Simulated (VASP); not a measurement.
# NiMoIrPdW (P3m1) in VASP: a series of runs, part 2 of 2

VASP 6.6.1.

## Step 3: Relaxation of cell and atoms, PBE+D3, collinear spin, ferromagnetic start

The input, INCAR:

```
SYSTEM = NiMoIrPdW
PREC = Accurate
ENCUT = 600
EDIFF = 1E-6
ISMEAR = -1
SIGMA = 0.05
LREAL = .False.
LASPH = .True.
NELM = 100
ALGO = Fast
ISIF = 3
LWAVE = .False.
LCHARG = .False.
ISPIN = 2
MAGMOM = 1 1 0 0.6 0
LORBIT = 11
LMAXMIX = 4
GGA = PE
IVDW = 11
IBRION = 2
NSW = 60
EDIFFG = -0.005
KPAR = 4
```

The input, KPOINTS:

```
regular mesh
0
Gamma
  11 11 3
  0 0 0
```

The input, POSCAR:

```
NiMoIrPdW
1.0
    2.7607800000      0.0000000000      0.0000000000
   -1.3803900000      2.3909000000      0.0000000000
    0.0000000000      0.0000000000     11.3405100000
Ni Mo Pd Ir W
1 1 1 1 1
Direct
    0.0000000000      0.0000000000      0.7091700000
    0.6666700000      0.3333300000      0.2942500000
    0.6666700000      0.3333300000      0.8990100000
    0.0000000000      0.0000000000      0.1060400000
    0.6666700000      0.3333300000      0.5292100000
```

Potentials or basis: VASP PAW PBE potentials, release 64 (Ni, Mo_sv, Pd, Ir, W_sv).

Started as:

```
$ cat potpaw_PBE.64/Ni/POTCAR potpaw_PBE.64/Mo_sv/POTCAR potpaw_PBE.64/Pd/POTCAR potpaw_PBE.64/Ir/POTCAR potpaw_PBE.64/W_sv/POTCAR > POTCAR
$ mpirun -np 4 vasp_std > vasp.out
```

It took 40 min on 4 MPI ranks of Intel Xeon 6975P-C (Granite Rapids), shared host; peak memory 0.76 GiB.

It converged, with:

```yaml
Free_energy: -45.2209 eV
Relaxed_volume: 14.50 Å³/atom
Relaxed_cell: a = 2.735 Å, b = 2.735 Å, c = 11.195 Å, α = 90.00°, β = 90.00°, γ = 120.00°
Space_group_after_relaxing_to_0.05_Å: P3m1 (No. 156)
Energy_gained_by_relaxing: 11.1 meV/atom
Ionic_steps: 26
Pressure_after_relaxing: 0.0 GPa
Largest_force_after_relaxing: 0.005 eV/Å
Band_gap_on_the_k_mesh: none (metal or under the smearing width)
Net_moment: 0.00 μB per cell
Valence_electrons_inside_the_program's_atomic_spheres: Ni 9.27; Mo 12.61; Pd 9.55; Ir 8.37; W 12.15
Dispersion_energy_per_atom: -0.599 eV
```

Forces on the atoms (eV/Å):
```
Ni   0.000  0.000  0.002
Mo   0.000  0.000  0.001
Pd   0.000  0.000  0.001
Ir   0.000  0.000 -0.005
W    0.000  0.000  0.001
```

Step by step:
```tsv
step	energy change (eV)	largest force (eV/Å)	pressure (GPa)	volume (Å³)
1	0.0000	0.2691	-6.52	74.86
2	0.1591	0.6807	17.13	68.44
3	-0.0470	0.4202	0.09	72.69
4	-0.0471	0.4222	0.08	72.64
5	0.0027	0.5584	8.10	70.52
6	-0.0470	0.4270	0.45	72.60
7	-0.0532	0.1202	0.31	72.44
8	-0.0533	0.1090	0.41	72.45
9	-0.0543	0.0776	-0.75	72.77
10	-0.0544	0.0799	-0.64	72.71
11	-0.0554	0.0380	-0.26	72.59
12	-0.0555	0.0537	-0.11	72.55
13	-0.0556	0.0255	0.08	72.49
14	-0.0556	0.0181	0.03	72.47
15	-0.0556	0.0118	0.04	72.45
16	-0.0556	0.0139	0.22	72.45
17	-0.0556	0.0166	0.23	72.47
18	-0.0556	0.0182	0.14	72.47
19	-0.0556	0.0144	-0.09	72.52
20	-0.0556	0.0105	0.01	72.49
21	-0.0556	0.0090	0.00	72.50
22	-0.0556	0.0054	0.01	72.50
23	-0.0556	0.0078	0.03	72.50
24	-0.0556	0.0074	0.01	72.50
25	-0.0556	0.0063	-0.02	72.50
26	-0.0556	0.0046	-0.02	72.50
```

Final structure:
```yaml
crystal:
  lattice:
    - [2.73458, 0.00000, 0.00000]
    - [-1.36729, 2.36821, 0.00000]
    - [0.00000, 0.00000, 11.19459]
  atoms:
    - { symbol: Ni, position: [0.00000, 0.00000, 0.71092] }
    - { symbol: Mo, position: [0.66667, 0.33333, 0.29511] }
    - { symbol: Pd, position: [0.66667, 0.33333, 0.89800] }
    - { symbol: Ir, position: [0.00000, 0.00000, 0.10344] }
    - { symbol: W, position: [0.66667, 0.33333, 0.53021] }
```

Levels at points of the mesh, in eV from the Fermi level:
Spin up:
```csv
k point,band 25,band 26,band 27,band 28,band 29,band 30,band 31,band 32
"(0.00, 0.00, 0.00)",-1.47,-1.47,-0.98,-0.91,-0.91,-0.11,-0.11,0.11
```
Spin down:
```tsv
k point	band 25	band 26	band 27	band 28	band 29	band 30	band 31	band 32
(0.00, 0.00, 0.00)	-1.47	-1.47	-0.98	-0.91	-0.91	-0.11	-0.11	0.11
```

Caveat: pairwise dispersion overbinds metals, which lowers pressure and volume. Spin-orbit coupling is left out, which matters for the levels of Ir, W.

## Step 4: Relaxation of cell and atoms, PBE+D3(BJ), collinear spin, ferromagnetic start

INCAR: that of step 3 with these lines changed.

```diff
@@ -18,3 +18,3 @@
 GGA = PE
-IVDW = 11
+IVDW = 12
 IBRION = 2
```

KPOINTS is that of step 3.

POSCAR is that of step 3.

Started as:

```
$ cat potpaw_PBE.64/Ni/POTCAR potpaw_PBE.64/Mo_sv/POTCAR potpaw_PBE.64/Pd/POTCAR potpaw_PBE.64/Ir/POTCAR potpaw_PBE.64/W_sv/POTCAR > POTCAR
$ mpirun -np 4 vasp_std > vasp.out
```

It took 53 min on 4 MPI ranks of Intel Xeon 6975P-C (Granite Rapids), shared host; peak memory 0.79 GiB.

It converged, with:

- Free energy: -45.4577 eV
- Relaxed volume: 14.53 Å³/atom
- Relaxed cell: a = 2.735 Å, b = 2.735 Å, c = 11.215 Å, α = 90.00°, β = 90.00°, γ = 120.00°
- Space group after relaxing (to 0.05 Å): P3m1 (No. 156)
- Energy gained by relaxing: 9.9 meV/atom
- Ionic steps: 36
- Pressure after relaxing: 0.0 GPa
- Largest force after relaxing: 0.003 eV/Å
- Band gap on the k mesh: none (metal or under the smearing width)
- Net moment: 0.00 μB per cell
- Valence electrons inside the program's atomic spheres: Ni 9.25; Mo 12.61; Pd 9.54; Ir 8.37; W 12.15
- Dispersion energy per atom: -0.644 eV

Forces on the atoms (eV/Å):
```
Ni   0.000  0.000  0.003
Mo   0.000  0.000  0.000
Pd   0.000  0.000 -0.001
Ir   0.000  0.000 -0.003
W    0.000  0.000  0.002
```

Stress tensor (GPa, compression positive):
```
 0.04  0.00  0.00
 0.00  0.04  0.00
 0.00  0.00 -0.04
```

Step by step:
| step | energy change (eV) | largest force (eV/Å) | pressure (GPa) | volume (Å³) |
| --- | --- | --- | --- | --- |
| 1 | 0.0000 | 0.2684 | -6.25 | 74.86 |
| 2 | 0.1478 | 0.5890 | 16.48 | 68.71 |
| 3 | -0.0434 | 0.3811 | 0.13 | 72.79 |
| 4 | -0.0434 | 0.3827 | 0.13 | 72.75 |
| 5 | 0.0028 | 0.4947 | 7.87 | 70.71 |
| 6 | -0.0434 | 0.3871 | 0.48 | 72.70 |
| 7 | -0.0483 | 0.1321 | 0.28 | 72.58 |
| 8 | -0.0486 | 0.0722 | 0.29 | 72.61 |
| 9 | -0.0489 | 0.0364 | -0.49 | 72.84 |
| 10 | -0.0490 | 0.0421 | -0.31 | 72.77 |
| 11 | -0.0493 | 0.0364 | -0.07 | 72.70 |
| 12 | -0.0494 | 0.0378 | -0.11 | 72.69 |
| 13 | -0.0494 | 0.0136 | 0.17 | 72.62 |
| 14 | -0.0494 | 0.0225 | 0.21 | 72.64 |
| 15 | -0.0494 | 0.0264 | 0.15 | 72.65 |
| 16 | -0.0494 | 0.0114 | 0.09 | 72.67 |
| 17 | -0.0494 | 0.0094 | -0.18 | 72.67 |
| 18 | -0.0494 | 0.0113 | 0.07 | 72.67 |
| 19 | -0.0494 | 0.0086 | 0.03 | 72.67 |
| 20 | -0.0494 | 0.0095 | 0.07 | 72.67 |
| 21 | -0.0494 | 0.0089 | -0.11 | 72.67 |
| 22 | -0.0494 | 0.0076 | -0.04 | 72.63 |
| 23 | -0.0494 | 0.0103 | 0.10 | 72.60 |
| 24 | -0.0494 | 0.0104 | 0.22 | 72.62 |
| 25 | -0.0494 | 0.0100 | 0.16 | 72.63 |
| 26 | -0.0494 | 0.0072 | 0.18 | 72.66 |
| 27 | -0.0493 | 0.0114 | -0.31 | 72.76 |
| 28 | -0.0494 | 0.0071 | -0.14 | 72.70 |
| 29 | -0.0494 | 0.0047 | -0.12 | 72.68 |
| 30 | -0.0494 | 0.0057 | -0.04 | 72.67 |
| 31 | -0.0494 | 0.0055 | -0.09 | 72.67 |
| 32 | -0.0494 | 0.0058 | -0.08 | 72.66 |
| 33 | -0.0494 | 0.0063 | -0.02 | 72.66 |
| 34 | -0.0494 | 0.0067 | 0.01 | 72.66 |
| 35 | -0.0494 | 0.0053 | 0.00 | 72.66 |
| 36 | -0.0494 | 0.0035 | 0.01 | 72.66 |

Final structure:
```
Ni Mo Pd Ir W
1.0
     2.73519    0.00000    0.00000
    -1.36760    2.36874    0.00000
    -0.00001    0.00000   11.21474
Ni Mo Pd Ir W
1 1 1 1 1
Direct
  0.00000 0.00000 0.71023
  0.66667 0.33333 0.29551
  0.66667 0.33333 0.89872
  0.00000 0.00000 0.10406
  0.66667 0.33333 0.52915
```

Levels at points of the mesh, in eV from the Fermi level:
Spin up:
```tsv
k point	band 25	band 26	band 27	band 28	band 29	band 30	band 31	band 32
(0.00, 0.00, 0.00)	-1.46	-1.46	-0.98	-0.91	-0.91	-0.11	-0.11	0.09
```
Spin down:
```csv
k point,band 25,band 26,band 27,band 28,band 29,band 30,band 31,band 32
"(0.00, 0.00, 0.00)",-1.46,-1.46,-0.98,-0.91,-0.91,-0.11,-0.11,0.09
```

Caveat: pairwise dispersion overbinds metals, which lowers pressure and volume. The run has no spin-orbit coupling, so splittings on Ir, W are missing.

## Step 5: Overview

```tsv
level	gap on the mesh (eV)	pressure (GPa)	moment (μB)	relaxed volume (Å³/atom)
PBE+D2	none	0.0	0.00	14.04
PBE+D3	none	0.0	0.00	14.50
PBE+D3(BJ)	none	0.0	0.00	14.53
```

Alike in all rows: task relaxation of cell and atoms; potentials or basis VASP PAW PBE potentials, release 64 (Ni, Mo_sv, Pd, Ir, W_sv); spin collinear, ferromagnetic start; cell relaxed; k mesh 11 × 11 × 3; cutoff (eV) 600; smearing fermi-dirac 0.05 eV.

Caveats: pairwise dispersion overbinds metals, which lowers pressure and volume; atom-pairwise D2, TS and ULG terms overbind metals (some runs).

Absolute energies hang on the potentials; compare differences alone.
